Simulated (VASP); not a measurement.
MoIr (space group Pmma): computed properties

Level of theory: PBEsol GGA, VASP's PBE PAW potentials (set 64) (plane waves; VASP).

For MoIr, the space group comes out as Pmma (51) and the cell is a = 4.412 Å, b = 2.750 Å, c = 4.792 Å, α = β = γ = 90.00°. The volume per atom is 14.53 Å^3/atom and the band gap (over mesh and band path) comes out as none (metal, semimetal or under 0.01 eV). The density is 16.46 g/cm³.

```cif
data_Ir2Mo2
_chemical_formula_sum 'Mo2 Ir2'
_space_group_name_H-M_alt 'P 1'
_space_group_IT_number 1
_cell_length_a 4.41163
_cell_length_b 2.75029
_cell_length_c 4.79161
_cell_angle_alpha 90.000
_cell_angle_beta 90.000
_cell_angle_gamma 90.000
loop_
_space_group_symop_operation_xyz
  'x, y, z'
loop_
_atom_site_label
_atom_site_type_symbol
_atom_site_fract_x
_atom_site_fract_y
_atom_site_fract_z
_atom_site_occupancy
Mo1 Mo 0.25000 0.00000 0.82933 1
Mo2 Mo 0.75000 0.00000 0.17067 1
Ir1 Ir 0.25000 0.50000 0.32422 1
Ir2 Ir 0.75000 0.50000 0.67578 1
```

Unless said otherwise, spin-orbit coupling is left out, though it shifts the bands of the heavy elements here.

The structure comes from a computed database's MoIr entry (Pmma); how it stands against other phases isn't given here. It was relaxed first. Symmetry was kept, so distortions that lower it aren't found.
